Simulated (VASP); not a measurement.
Data:

```xyz
2
Lattice="0.0000 2.1942 2.1942 2.1942 0.0000 2.1942 2.1942 2.1942 0.0000" Properties=species:S:1:pos:R:3 pbc="T T T"
Fe     0.0000     0.0000     0.0000
B      1.0971     1.0971     1.0971
```
Starting moments (μB, in the order of the record's atoms Fe B): 1.1 -0.1.

All values below come from PBEsol GGA, VASP's PBE PAW potentials (set 64) (plane waves; VASP). Numerical set-up: 520 eV cut-off, 16×16×16 Γ-centred mesh, tetrahedra with Blöchl corrections, potentials Fe B.

Problem. Tabulate the total density of states (states/eV per cell) against energy (eV; zero at the valence-band maximum or, without a gap, the Fermi level).

Solution. 
```tsv
E (eV)	DOS (states/eV)
-9.90	0.08
-9.34	0.16
-8.79	0.22
-8.23	0.29
-7.68	0.37
-7.13	0.52
-6.57	0.83
-6.02	0.90
-5.46	0.00
-4.91	0.08
-4.36	0.70
-3.80	2.45
-3.25	1.15
-2.69	2.09
-2.14	2.05
-1.58	2.39
-1.03	2.30
-0.47	1.45
0.08	1.95
0.63	0.75
1.19	0.92
1.74	0.77
2.30	0.79
2.85	0.99
3.40	1.00
```
Within 2 eV below the Fermi level the largest weight inside VASP's projection spheres is Fe d.

The structure was generated: FeB was put into the zinc blende type (F-43m), which need not be its known phase. It was relaxed first, which changed the volume by -32 %.
